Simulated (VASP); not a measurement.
VASP input:

**POSCAR**
```
SnTe
1
    0.0000000000     3.2232000000     3.2232000000
    3.2232000000     0.0000000000     3.2232000000
    3.2232000000     3.2232000000     0.0000000000
Sn Te
1 2
Direct
  0.0000000000   0.0000000000   0.0000000000
  0.5000000000   0.5000000000   0.5000000000
  0.5500000000   0.5500000000   0.5500000000
```

**KPOINTS**
```
Automatic mesh
0
Gamma
6 6 6
0 0 0
```

INCAR:
```
SYSTEM = SnTe
PREC = Accurate
ENCUT = 400
EDIFF = 1E-6
NELM = 40
ALGO = Normal
LREAL = .FALSE.
LASPH = .TRUE.
ISMEAR = 0
SIGMA = 0.05
GGA = PE
LMAXMIX = 4
LWAVE = .FALSE.
LCHARG = .FALSE.
ISIF = 2
```

POTCAR, in this order: Sn_d Te (PBE.64 set). Program: vasp_std.

Problem. Does this input run properly? What does VASP do?

Solution. There is a fault: one atom is typed twice, on or next to the same site. VASP stops with an error: EDDAV: Call to ZHEGV failed. Returncode = 15 2 16 ----> I REFUSE TO CONTINUE WITH THIS SICK JOB ... BYE!!! <----

**standard output**
```
...
 WARNING: CNORMN: search vector ill defined
 WARNING: CNORMN: search vector ill defined
DAV:  11     0.520966586342E+03    0.20757E+00   -0.48132E+00  1155   0.170E+01    0.354E+02
 WARNING: CNORMN: search vector ill defined
 WARNING: CNORMN: search vector ill defined
 WARNING: CNORMN: search vector ill defined
 WARNING: CNORMN: search vector ill defined
 WARNING: CNORMN: search vector ill defined
 WARNING: CNORMN: search vector ill defined
 WARNING: CNORMN: search vector ill defined
 WARNING: CNORMN: search vector ill defined
DAV:  12     0.520915136066E+03   -0.51450E-01   -0.21397E+00  1191   0.122E+01    0.353E+02
 WARNING: CNORMN: search vector ill defined
 WARNING: CNORMN: search vector ill defined
 WARNING: CNORMN: search vector ill defined
 WARNING: CNORMN: search vector ill defined
 WARNING: CNORMN: search vector ill defined
 WARNING: CNORMN: search vector ill defined
 WARNING: CNORMN: search vector ill defined
 WARNING: CNORMN: search vector ill defined
 WARNING: CNORMN: search vector ill defined
 WARNING: CNORMN: search vector ill defined
 WARNING: CNORMN: search vector ill defined
DAV:  13     0.520879597616E+03   -0.35538E-01   -0.11303E+00  1136   0.830E+00    0.292E+02
 WARNING: CNORMN: search vector ill defined
 WARNING: CNORMN: search vector ill defined
 WARNING: CNORMN: search vector ill defined
 WARNING: CNORMN: search vector ill defined
 WARNING: CNORMN: search vector ill defined
 WARNING: CNORMN: search vector ill defined
 WARNING: CNORMN: search vector ill defined
 WARNING: CNORMN: search vector ill defined
 WARNING: CNORMN: search vector ill defined
 WARNING: CNORMN: search vector ill defined
 WARNING: CNORMN: search vector ill defined
DAV:  14     0.520775116384E+03   -0.10448E+00   -0.71646E-01  1125   0.680E+00    0.364E+02
 WARNING: CNORMN: search vector ill defined
 WARNING: CNORMN: search vector ill defined
 WARNING: CNORMN: search vector ill defined
 WARNING: CNORMN: search vector ill defined
 WARNING: CNORMN: search vector ill defined
 WARNING: CNORMN: search vector ill defined
 WARNING: CNORMN: search vector ill defined
 WARNING: CNORMN: search vector ill defined

 -----------------------------------------------------------------------------
|                                                                             |
|     EEEEEEE  RRRRRR   RRRRRR   OOOOOOO  RRRRRR      ###     ###     ###     |
|     E        R     R  R     R  O     O  R     R     ###     ###     ###     |
|     E        R     R  R     R  O     O  R     R     ###     ###     ###     |
|     EEEEE    RRRRRR   RRRRRR   O     O  RRRRRR       #       #       #      |
|     E        R   R    R   R    O     O  R   R                               |
|     E        R    R   R    R   O     O  R    R      ###     ###     ###     |
|     EEEEEEE  R     R  R     R  OOOOOOO  R     R     ###     ###     ###     |
|                                                                             |
|     EDDAV: Call to ZHEGV failed. Returncode = 15 2 16                       |
|                                                                             |
|       ---->  I REFUSE TO CONTINUE WITH THIS SICK JOB ... BYE!!! <----       |
|                                                                             |
 -----------------------------------------------------------------------------
```

To mend it, correct POSCAR.
File POSCAR:
```
SnTe
1
    0.0000000000     3.2232000000     3.2232000000
    3.2232000000     0.0000000000     3.2232000000
    3.2232000000     3.2232000000     0.0000000000
Sn Te
1 1
Direct
  0.0000000000   0.0000000000   0.0000000000
  0.5000000000   0.5000000000   0.5000000000
```
The mended run (PBE GGA, plane waves, VASP's PBE PAW potentials (set 64)) converges, and its OSZICAR ends with
```
   1 F= -.75627137E+01 E0= -.75625083E+01  d E =-.410794E-03
```
